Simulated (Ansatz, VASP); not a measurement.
# Cross-check of SiBi between VASP and Ansatz, part 2 of 2

One calculation is typed for both programs; each brings its own data sets and cutoff. How far apart do they land? The cell is invented: As first built, before any earlier steps moved the atoms (in the runner's words): it takes the SnP structure with all of its atoms replaced by other elements, volume scaled by an estimate. It may not be a known or stable phase. The cell is taken from a series of VASP runs on this material, whose earlier steps may have relaxed, scaled or displaced it; both programs get it as it stands.

VASP 6.6.1 and Ansatz 0.2.0.

So far: Starting point; VASP: band structure, HSE03.

### 3. Ansatz: band structure, HSE03

Level of this step: Ansatz beside VASP: Kohn-Sham DFT, plane waves, HSE03 (Ansatz).

Ansatz runs on its default PAW (the set named soft_2) files.

The same cell, functional, mesh and smearing now go to Ansatz, which takes its cutoff from its data sets.

Contents of input.yaml:

```yaml
crystal:
  lattice:
    - [-2.026887206, 2.026887206, 3.2462904277]
    - [2.026887206, -2.026887206, 3.2462904277]
    - [2.026887206, 2.026887206, -3.2462904277]
  atoms:
    - { symbol: Bi, position: [0.574132049, 0.574132049, 0.0] }
    - { symbol: Si, position: [0.997868951, 0.997868951, 0.0] }
hamiltonian:
  xc: { exchange: pbe, correlation: pbe, exx: { coeff: 0.25, omega: 0.3 } }
  pseudopotentials: { kind: paw }
kpoints:
  mp_grid: { grid: [5, 5, 5] }
  band_path:
    path:
      - [0.0, 0.0, 0.0]
      - [0.0, 0.0, 0.5]
      - [-0.19492, 0.19492, 0.5]
      - [-0.34746, 0.34746, 0.34746]
      - [0.0, 0.0, 0.0]
      - [0.5, 0.5, -0.5]
      - [0.34746, 0.65254, -0.34746]
      - [0.0, 0.5, 0.0]
      - [0.25, 0.25, 0.25]
      - [0.5, 0.5, -0.19492]
      - [0.5, 0.5, -0.5]
      - [0.25, 0.25, 0.25]
    npoints: 1
scf:
  occupations: { method: gaussian, width: 0.02 }
  n_extra_bands: 7
output:
  forces: true
  stress: true
  eigenvalues: true
  write_density: true
  write_potential: true
  elf: true
  volumetric_format: npy
```

Started as:

```
$ ansatz run input.yaml --threads 4 --pin off --max-ram 9216MiB --backend cpu --events-out ev --progress --plain --runs-dir out
```

Numbers of over 12 decimals in the logs are rounded to 6 here.

Log:

```text
Warning: output.stress: scf.convergence.dr2_threshold = 1e-7 eV (the SCF's general default) is looser than the 2e-10 eV advised for a printed stress (1e-10 eV for each atom of the cell: 2). What an SCF threshold leaves in a stress goes as its square root, and in the free energy as the threshold itself, and one threshold admits the most on a small cell: [figures from the program's tests cut] Set scf.convergence.dr2_threshold to 2e-10 eV or tighter. The threshold is an SCF's pass mark: one that does not reach it within its budget of iterations ends unconverged, or closes short of it on a stop that the run arms, and scf.convergence.dr2_threshold's page says what that costs each kind of run
Warning: output.stress: scf.exx.energy_threshold = 1e-6 eV is looser than the 2e-8 eV advised for a stress under a hybrid functional (1e-8 eV for each atom of the cell: 2). Every SCF of the exchange loop can meet its threshold on dr2 while the loop round them stops early: no threshold on dr2 bounds what that leaves in the stress. Set scf.exx.energy_threshold to 2e-8 eV or tighter. The threshold is the loop's pass mark: a loop that does not reach it within its budget of cycles ends unconverged, and scf.exx.energy_threshold's page has the law
scf.n_extra_bands = 7 over 10 filled bands (N_el = 19.0): the run solves 17 bands
Engine: ansatz 0.2.0, aarch64-unknown-linux-gnu
Pseudopotentials: kind: paw
Pseudopotential: Bi, paw, valence charge 15, recommended cutoff 420 eV (normal), Bi.paw.azcp
Pseudopotential: Si, paw, valence charge 4, recommended cutoff 420 eV (normal), Si.paw.azcp
Functional definition: unnamed
  parameter a_1 = 0.25
  parameter omega_1 = 0.3/angstrom
  exchange = pbe_x + (-a_1)*pbe_x_sr(omega_1) + a_1*exact_x_sr(omega_1)
  correlation = pbe_c
Crystal: 2 atoms, lattice volume = 53.347 Å³
Basis set: ecut = 420 eV, 1039 PW (Γ), exchange–correlation on 60×60×60 points (8 copies of the dense FFT grid, shifted against one another)
Bands: 17, of which v1, the nominal top of the filled ones, is band 10 counted from 1 (9 counted from 0)
Symmetry: 8 space group operations
Space group: I4mm (ITA 107), of the structure as read, at distance tolerance 3.8e-5 Å
k-points: 18 of 125 (time reversal used)
Non-local potential: Bi, projectors of the file, l = 0: 2, l = 1: 2, l = 2: 2, l = 3: 2
Non-local potential: Si, projectors of the file, l = 0: 2, l = 1: 2, l = 2: 2
PAW form: soft (Blöchl's): semilocal exchange-correlation on the pseudo side does not see the compensation charge
PAW frozen core: Bi, regenerated for the run's functional, and the local potential with it (the file was generated under x = pbe(κ = 0.804, μ = 0.219515), c = pbe(β = 0.066725))
PAW frozen core: Si, regenerated for the run's functional, and the local potential with it (the file was generated under x = pbe(κ = 0.804, μ = 0.219515), c = pbe(β = 0.066725))
PAW one-centre angular grid: Bi, 590 points (default); XC on 64 Gauss nodes
PAW one-centre angular grid: Si, 110 points (default); XC on 64 Gauss nodes
Initial density: superposition of atomic densities (neutral atoms: chi_scale 0, normalization atom), corrected by the library's trained network
Initial wavefunctions: pseudopotential atomic-orbital guess
Functional: x = pbe(κ = 0.804, μ = 0.219515), c = pbe(β = 0.066725), warm-up for x = pbe(κ = 0.804, μ = 0.219515) + 0.25 (exact − pbe) at short range (hse, ω = 0.3 Å⁻¹), c = pbe(β = 0.066725)
SCF iter   1: F=—  HF=-13031.515824 eV  |F-HF|=—  |Δ(HF+E_count)|=         —  Δρ=1.57e-3  dr2=1.46e-3  ethr=1.77e-3  ⟨swp⟩=11.8  Hψ=1671  notcnv=0
preconditioner: auto → none  [insulator: Δε(μ)=0.111 eV  Ē_g=11.426 eV  σ=0.020 eV  W_gap=0.69  n_scr=14 (ndim 8)  ℏωp=15.3 eV  f_vac=0.000  D(μ)=3.20/eV (n_scr^D=34)]
SCF iter   2: F=—  HF=-13031.516465 eV  |F-HF|=—  |Δ(HF+E_count)|=   6.42e-4  Δρ=7.55e-4  dr2=2.71e-4  ethr=7.69e-6  ⟨swp⟩=5.0  Hψ=956  notcnv=0  defer=12
iter 3 solved again at ethr=4.34e-8 eV; its pass at ethr=1.43e-6 eV (dr2=8.25e-6 eV) is discarded
SCF iter   3: F=—  HF=-13031.516563 eV  |F-HF|=—  |Δ(HF+E_count)|=   9.79e-5  Δρ=1.30e-4  dr2=7.58e-6  ethr=4.34e-8  ⟨swp⟩=3.8  Hψ=1169  notcnv=0  defer=1
SCF iter   4: F=—  HF=-13031.516566 eV  |F-HF|=—  |Δ(HF+E_count)|=   3.18e-6  Δρ=3.58e-5  dr2=5.28e-7  ethr=3.99e-8  ⟨swp⟩=3.0  Hψ=618  notcnv=0
SCF iter   5: F=—  HF=-13031.516567 eV  |F-HF|=—  |Δ(HF+E_count)|=   3.67e-7  Δρ=7.79e-6  dr2=1.55e-8  ethr=2.78e-9  ⟨swp⟩=3.0  Hψ=620  notcnv=0
SCF iter   6: F=-13031.516567 eV  HF=-13031.516567 eV  |F-HF|=1.37e-9  |Δ(HF+E_count)|=   3.77e-8  Δρ=1.72e-6  dr2=6.28e-10  ethr=8.14e-11  ⟨swp⟩=3.9  Hψ=621  notcnv=0
SCF 1 converged in 6 iterations: F = -13031.516567 eV  dr2 = 6.28e-10
  greatest PAW one-centre occupation: 0.987 electrons in one spin orbital (limit 2), on the Bi atom at site 0 (counted from 0), in its partial waves of l = 2
Initial density: handed on by an earlier stage of this run
Initial wavefunctions: those handed on with the density
Functional: x = pbe(κ = 0.804, μ = 0.219515) + 0.25 (exact − pbe) at short range (hse, ω = 0.3 Å⁻¹), c = pbe(β = 0.066725)
Exchange kernel: α = 0.2500, screened, ω = 0.3000 Å⁻¹, Wigner–Seitz truncation, v(0) = 502.6403 eV·Å³, q-mesh 5×5×5, nearest image of the exchange supercell L = 20.27 Å, pair-density grid 18×18×18, without the augmentation charges, whose exchange is taken in its separable form by FFT convolution over the k-point mesh (sized by the pseudopotential files, 24×24×24 at the most), smooth part of the exact exchange by density-matrix convolution
Frozen-core exchange: fock
iter 1 solved again at ethr=5.22e-5 eV; its pass at ethr=1.00e-1 eV (dr2=9.93e-3 eV) is discarded
SCF iter   1: F=—  HF=-13035.643448 eV  |F-HF|=—  |Δ(HF+E_count)|=         —  Δρ=4.03e-3  dr2=1.06e-2  ethr=5.22e-5  ⟨swp⟩=4.9  Hψ=1611  notcnv=0
preconditioner: auto → none  [insulator: Δε(μ)=0.177 eV  Ē_g=12.435 eV  σ=0.020 eV  W_gap=0.69  n_scr=14 (ndim 8)  ℏωp=15.3 eV  f_vac=0.000  D(μ)=3.20/eV (n_scr^D=34)]
SCF iter   2: F=—  HF=-13035.642149 eV  |F-HF|=—  |Δ(HF+E_count)|=   1.30e-3  Δρ=1.47e-3  dr2=8.88e-4  ethr=5.22e-5  ⟨swp⟩=3.3  Hψ=794  notcnv=0  defer=1
SCF iter   3: F=—  HF=-13035.642082 eV  |F-HF|=—  |Δ(HF+E_count)|=   6.76e-5  Δρ=7.61e-4  dr2=1.77e-4  ethr=4.28e-6  ⟨swp⟩=2.3  Hψ=526  notcnv=0  defer=1
SCF iter   4: F=—  HF=-13035.642102 eV  |F-HF|=—  |Δ(HF+E_count)|=   2.00e-5  Δρ=5.77e-5  dr2=1.42e-6  ethr=8.44e-7  ⟨swp⟩=3.9  Hψ=570  notcnv=0  defer=1
SCF iter   5: F=-13035.642102 eV  HF=-13035.642102 eV  |F-HF|=7.57e-8  |Δ(HF+E_count)|=   8.34e-7  Δρ=1.78e-5  dr2=1.36e-7  ethr=6.90e-9  ⟨swp⟩=4.2  Hψ=918  notcnv=0  defer=1
SCF 2 stopped early in 5 iterations: F = -13035.642102 eV  dr2 = 1.36e-7
  Residual-converged pass: ⟨swp⟩=3.9  Hψ=693  notcnv=0  max |occ|·‖R‖ = 6.6e-6 eV (tolerance 6.7e-6 eV)  dr2=1.36e-7  dr2_onsite=1.63e-8  max |Δocc| = 3.6e-34
  greatest PAW one-centre occupation: 0.988 electrons in one spin orbital (limit 2), on the Bi atom at site 0 (counted from 0), in its partial waves of l = 2
hybrid outer 1: dexx = +2.523e-3 eV, tail = 5.11e-6 eV
Exchange kernel: α = 0.2500, screened, ω = 0.3000 Å⁻¹, Wigner–Seitz truncation, v(0) = 502.6403 eV·Å³, q-mesh 5×5×5, nearest image of the exchange supercell L = 20.27 Å, pair-density grid 18×18×18, without the augmentation charges, whose exchange is taken in its separable form by FFT convolution over the k-point mesh (sized by the pseudopotential files, 24×24×24 at the most), smooth part of the exact exchange by density-matrix convolution
Frozen-core exchange: fock
SCF iter   1: F=—  HF=-13035.642076 eV  |F-HF|=—  |Δ(HF+E_count)|=         —  Δρ=9.89e-6  dr2=3.30e-8  ethr=1.34e-7  ⟨swp⟩=5.5  Hψ=791  notcnv=0
preconditioner: auto → none  [insulator: Δε(μ)=0.168 eV  Ē_g=12.432 eV  σ=0.020 eV  W_gap=0.69  n_scr=14 (ndim 8)  ℏωp=15.3 eV  f_vac=0.000  D(μ)=3.20/eV (n_scr^D=34)]
SCF iter   2: F=—  HF=-13035.642076 eV  |F-HF|=—  |Δ(HF+E_count)|=   1.46e-7  Δρ=7.52e-6  dr2=1.34e-8  ethr=1.53e-10  ⟨swp⟩=4.8  Hψ=932  notcnv=0  defer=2
SCF iter   3: F=—  HF=-13035.642076 eV  |F-HF|=—  |Δ(HF+E_count)|=   5.07e-9  Δρ=3.08e-6  dr2=2.07e-9  ethr=6.96e-11  ⟨swp⟩=2.4  Hψ=505  notcnv=0  defer=7
SCF iter   4: F=-13035.642076 eV  HF=-13035.642076 eV  |F-HF|=8.19e-11  |Δ(HF+E_count)|=  7.33e-10  Δρ=1.11e-6  dr2=2.66e-10  ethr=1.09e-11  ⟨swp⟩=3.2  Hψ=585  notcnv=0  defer=14
SCF 3 converged in 4 iterations: F = -13035.642076 eV  dr2 = 2.66e-10
  Residual-converged pass: ⟨swp⟩=4.0  Hψ=746  notcnv=0  max |occ|·‖R‖ = 2.7e-7 eV (tolerance 2.7e-7 eV)  dr2=2.59e-10  dr2_onsite=8.48e-11  max |Δocc| = 3.2e-37
hybrid outer 2: dexx = +4.594e-8 eV, tail = 1.95e-9 eV, Δε = 8.44e-4 eV (about 2.05e-5 eV left of the loop's levels), ΔF = 1.73e-3 eV/Å (tail 2.31e-4)
NSCF: frozen V_eff on 12 k-points
hybrid SCF converged: 2 outer / 9 inner (+6 warm-up), last move |dexx| = 4.59e-8 eV, tail = 1.95e-9 eV
Stability not checked: this state was not tested for a lower state beside it, because the functional holds exact exchange (a hybrid, or Hartree-Fock), whose exchange loop this test does not read (fock_operator; see scf.lower_state_search)
Free energy (F): -13035.642076 eV
Frozen-core exchange: fock
Harris-Foulkes:  -13035.642076 eV  (|F-HF|=8.19e-11)
Internal energy: -13035.641435 eV  (E = F + TS)
E sigma→0 (E₀):  -13035.641756 eV
Entropy (-TS):   -0.000641 eV (-0.320 meV/atom)
Fermi energy:    8.797276 eV
--- Per-component energies (eV) ---
  E_band       = -129.269300
  E_kinetic    = 338.827980
  E_local      = -1639.375287  (includes V_loc(G=0)·N_el)
  E_nonlocal   = 586.616696
  E_hartree    = 545.026810
  E_xc         = -168.010012
  E_vxc        = -153.936205  (∫ρ·V_xc dr)
  E_exx        = -36.964505  (= α·E_x^exact, valence–valence)
  E_paw        = -11180.888418  (= ΣΔE_a)
  E_vpaw       = -277.526569  (= ΣTr[D̂ρ^β])
  E_aug_tail   = -0.000426  (compensation charges beyond the density's cutoff)
  E_ewald      = -1480.951561
  E_core_change = 0.077288  (= ΣΔE_core)
  E_smearing   = -0.000641  (= −TS)
  E_closure    = -0.000000  (closes the sum)
  Σ components = -13035.642076   (vs F -13035.642076, Δ=1.82e-12)
--- Forces (eV/Å), atoms counted from 1 ---
  atom   1  Bi    -0.00000000    -0.00000000     0.07928740
  atom   2  Si     0.00000000     0.00000000    -0.07918222
  max |Σ_I F_I| component: 1.05e-4 eV/Å
--- Stress (GPa, compression-positive) ---
       -1.923769      -0.000000      -0.000000
       -0.000000      -1.923769      -0.000000
       -0.000000       0.000000      -2.620817
  P = ⅓ Tr σ = -2.1561 GPa (-21.561 kbar)
--- Band table (eV; the first three rows and the last of 18) ---
  k-point 0: bands = [... 6 lower, 5.6358, 7.8801, 7.8801, 8.4507, 11.9704, 13.3139, 13.3139, 14.2207, ... 3 higher]
  k-point 1: bands = [... 6 lower, 3.2750, 6.6099, 7.0953, 9.9843, 11.6951, 12.2114, 12.9210, 15.5721, ... 3 higher]
  k-point 2: bands = [... 6 lower, 1.9914, 4.1800, 5.2578, 6.6335, 11.0846, 14.3409, 17.3023, 17.5045, ... 3 higher]
  k-point 17: bands = [... 6 lower, 0.8863, 3.9619, 6.5249, 7.7061, 13.5019, 14.5586, 15.3276, 16.6494, ... 3 higher]
```

It took 29 s on 4 threads of Arm Neoverse V2, shared host; peak memory 1.1 GiB.

The column dr2 measures how far the density is from self-consistency, as an energy; F and HF (Harris–Foulkes) agree once it is small.

### 4. Differences

Known differences besides the potentials themselves: exact exchange at q = 0 is treated differently, which shows on coarse meshes; VASP keeps PBE cores, Ansatz makes them for the functional; the cutoff is 420 eV in Ansatz and 400 eV in VASP; VASP takes a coarser grid for exact exchange (PRECFOCK = Fast). Total energies have different zeros and are not compared.

Forces (eV/Å; atoms numbered as in POSCAR):

```csv
atom,"Ansatz x, y, z","VASP x, y, z"
Bi1,"0.000, 0.000, 0.079","0.000, 0.000, 0.082"
Si2,"0.000, 0.000, -0.079","0.000, 0.000, -0.082"
```

The forces differ by 1.9 meV/Å r.m.s., which is 3.9 % of the r.m.s. force of 0.05 eV/Å (both taken over all components). Levels from 3 eV below to 2 eV above the Fermi level differ by 4 meV r.m.s. and 10 meV at most; each VASP level is matched to the nearest of Ansatz, which flatters the figure a little.

### 5. What came out

```yaml
r_m_s_difference_of_levels_near_the_fermi_level_band_structure_hse03: 3.7 meV
```

The r.m.s. difference of levels near the Fermi level is 3.7 meV (band structure, HSE03), within the 80 meV picked in this series as the mark of a large difference. Such differences can come from data sets, numerical settings and the points named under the comparisons, not from the functional's error against experiment.

[Lines on the potential files, build, host, timing and source positions are cut from VASP's logs without a mark.]

[Logs are printed without paths, hosts, clocks, repeated set-up lines and the standing remarks that a program may print on its own settings, such as how far it seeks lower states.]

[Hosts, paths, dates, database ids (printed as entryN), source tags and the programs' standing remarks are cut or masked in the printed files.]
